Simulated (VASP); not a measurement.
Computed with vdW-DF2, VASP's PBE PAW potentials (set 64) (plane waves; VASP).

VASP ran on this input.

### POSCAR
```
NiO
1
    4.2421902162     2.1176366487     2.1176366487
    2.1176366487     4.2421902162     2.1176366487
    2.1176366487     2.1176366487     4.2421902162
Ni O
2 2
Direct
  0.0000000000   0.0000000000   0.0000000000
  0.5000000000   0.5000000000   0.5000000000
  0.2500000000   0.2500000000   0.2500000000
  0.7500000000   0.7500000000   0.7500000000
```

### KPOINTS
```
Automatic mesh
0
Gamma
9 9 9
0 0 0
```

**INCAR**
```
AGGAC  =  0.0
ALGO  =  Normal
EDIFF  =  1E-7
EDIFFG  =  -0.01
ENCUT  =  520
GGA  =  ML
IBRION  =  2
ISIF  =  4
ISMEAR  =  0
ISPIN  =  2
LASPH  =  T
LCHARG  =  F
LMAXMIX  =  4
LORBIT  =  10
LREAL  =  F
LUSE_VDW  =  T
LWAVE  =  F
MAGMOM  =  1.4 -1.4 0.0 0.0
NELM  =  100
NSW  =  30
PREC  =  Accurate
SIGMA  =  0.05
SYSTEM  =  NiO
ZAB_VDW  =  -1.8867
```

POTCAR, in this order: Ni O (PBE.64 set). Program: vasp_std.

Output

File OSZICAR:
```
       N       E                     dE             d eps       ncg     rms          rms(c)
DAV:   1     0.274453350004E+03    0.27445E+03   -0.15861E+04  6848   0.208E+03
DAV:   2     0.135979976939E+02   -0.26086E+03   -0.24319E+03  7080   0.410E+02
DAV:   3    -0.182642317252E+02   -0.31862E+02   -0.30393E+02  7864   0.163E+02
DAV:   4    -0.192578755814E+02   -0.99364E+00   -0.98777E+00  7600   0.308E+01
DAV:   5    -0.192872680189E+02   -0.29392E-01   -0.29372E-01  8324   0.494E+00    0.206E+01
DAV:   6    -0.158248330897E+02    0.34624E+01   -0.52934E+01 10156   0.112E+02    0.225E+01
DAV:   7    -0.139223134817E+02    0.19025E+01   -0.91009E+00  9000   0.947E+01    0.852E+00
DAV:   8    -0.142065998030E+02   -0.28429E+00   -0.26552E+00  7484   0.156E+01    0.568E+00
DAV:   9    -0.141633699165E+02    0.43230E-01   -0.46168E-01 11456   0.166E+01    0.249E+00
DAV:  10    -0.141698711739E+02   -0.65013E-02   -0.13141E-01  8920   0.720E+00    0.111E+00
DAV:  11    -0.141636698619E+02    0.62013E-02   -0.58477E-02 11136   0.522E+00    0.137E-01
DAV:  12    -0.141645952739E+02   -0.92541E-03   -0.87360E-03  6988   0.884E-01    0.132E-01
DAV:  13    -0.141645531935E+02    0.42080E-04   -0.84827E-04  9272   0.258E-01    0.752E-02
DAV:  14    -0.141646316761E+02   -0.78483E-04   -0.27420E-04  7096   0.432E-01    0.452E-02
DAV:  15    -0.141646229454E+02    0.87307E-05   -0.48149E-05  7328   0.114E-01    0.129E-02
DAV:  16    -0.141646181640E+02    0.47813E-05   -0.11209E-05  8488   0.462E-02    0.359E-03
DAV:  17    -0.141646164511E+02    0.17129E-05   -0.41876E-07  6320   0.116E-02    0.118E-03
DAV:  18    -0.141646168734E+02   -0.42225E-06   -0.47544E-07  5792   0.690E-03    0.130E-03
DAV:  19    -0.141646166099E+02    0.26352E-06   -0.53789E-08  3748   0.381E-03    0.980E-04
DAV:  20    -0.141646165327E+02    0.77222E-07   -0.50085E-08  3508   0.203E-03
   1 F= -.14164617E+02 E0= -.14164617E+02  d E =-.141646E+02  mag=    -0.0000
```

File OUTCAR:
```
------------------------ aborting loop because EDIFF is reached ----------------------------------------
  FORCE on cell =-STRESS in cart. coord.  units (eV):
  Direction    XX          YY          ZZ          XY          YZ          ZX
  --------------------------------------------------------------------------------------
  Total        1.3658375      1.3658375      1.3658375     -0.0153788     -0.0153788     -0.0153788
  in kB       57.1884485     57.1884485     57.1884485     -0.6439217     -0.6439217     -0.6439217
  external PRESSURE =      57.1884485 kB  Pullay stress =       0.0000000 kB
  volume of cell :       38.26
      direct lattice vectors                 reciprocal lattice vectors
     4.242190216  2.117636649  2.117636649     0.353111351 -0.117575769 -0.117575769
     2.117636649  4.242190216  2.117636649    -0.117575769  0.353111351 -0.117575769
     2.117636649  2.117636649  4.242190216    -0.117575769 -0.117575769  0.353111351
 POSITION                                       TOTAL-FORCE (eV/Angst)
 -----------------------------------------------------------------------------------
      0.00000      0.00000      0.00000         0.000000     -0.000000      0.000000
      4.23873      4.23873      4.23873         0.000000     -0.000000      0.000000
      2.11937      2.11937      2.11937        -0.000000      0.000000     -0.000000
      6.35810      6.35810      6.35810        -0.000000      0.000000      0.000000
 -----------------------------------------------------------------------------------
    total drift:                                0.000000     -0.000000     -0.000000
  FREE ENERGIE OF THE ION-ELECTRON SYSTEM (eV)
  ---------------------------------------------------
  free  energy   TOTEN  =       -14.1646165327 eV

  energy  without entropy=      -14.1646165327  energy(sigma->0) =      -14.16461653

 total charge

# of ion       s       p       d       tot
------------------------------------------
    1        0.314   0.358   8.267   8.939
    2        0.314   0.358   8.267   8.939
    3        1.560   3.426   0.000   4.987
    4        1.560   3.426   0.000   4.987
--------------------------------------------------
tot          3.749   7.569  16.533  27.852

 magnetization (x)

# of ion       s       p       d       tot
------------------------------------------
    1       -0.008  -0.011   1.383   1.364
    2        0.008   0.011  -1.383  -1.364
    3        0.000   0.000   0.000   0.000
    4        0.000   0.000   0.000   0.000
--------------------------------------------------
tot          0.000   0.000   0.000   0.000

 reached required accuracy - stopping structural energy minimisation
```
(Selected blocks of OUTCAR.)

OUTCAR:
```
 val. band max:        6.5446360693   @ k =   0.4444   0.4444   0.3333

 cond. band min:       7.5574784076   @ k =   0.4444   0.2222   0.2222


 Fermi energy:         6.7911399634

 spin component 1

 k-point     1 :       0.0000    0.0000    0.0000
  band No.  band energies     occupation
      1     -12.4466      1.00000
      2     -11.2179      1.00000
      3      -0.2687      1.00000
      4       2.0537      1.00000
      5       2.0537      1.00000
      6       4.5619      1.00000
      7       4.5619      1.00000
      8       4.5826      1.00000
      9       4.8020      1.00000
     10       4.8020      1.00000
     11       4.8792      1.00000
     12       5.1755      1.00000
     13       5.1758      1.00000
     14       5.9101      1.00000
     15       5.9105      1.00000
     16       6.1432      1.00000
     17       8.6004      0.00000
     18       8.6011      0.00000
     19       8.8722      0.00000
     20      13.2573      0.00000

 k-point     2 :       0.1111   -0.0000   -0.0000
  band No.  band energies     occupation
      1     -12.3326      1.00000
      2     -11.1998      1.00000
      3      -0.0645      1.00000
      4       2.0051      1.00000
      5       2.0882      1.00000
      6       3.4572      1.00000
      7       4.0524      1.00000
      8       4.0580      1.00000
      9       4.8392      1.00000
     10       5.1316      1.00000
     11       5.1490      1.00000
     12       5.3071      1.00000
     13       5.6067      1.00000
     14       5.9719      1.00000
     15       6.0603      1.00000
     16       6.1468      1.00000
     17       8.2408      0.00000
     18       8.5315      0.00000
     19       9.6517      0.00000
     20      13.9257      0.00000

 k-point     3 :       0.2222   -0.0000   -0.0000
  band No.  band energies     occupation
      1     -12.0279      1.00000
      2     -11.1524      1.00000
      3       0.4600      1.00000
...
```

The compound is NiO in the rock salt, AFM-II order structure. This cell is one point of a volume scan, at 0.97 of the reference volume.
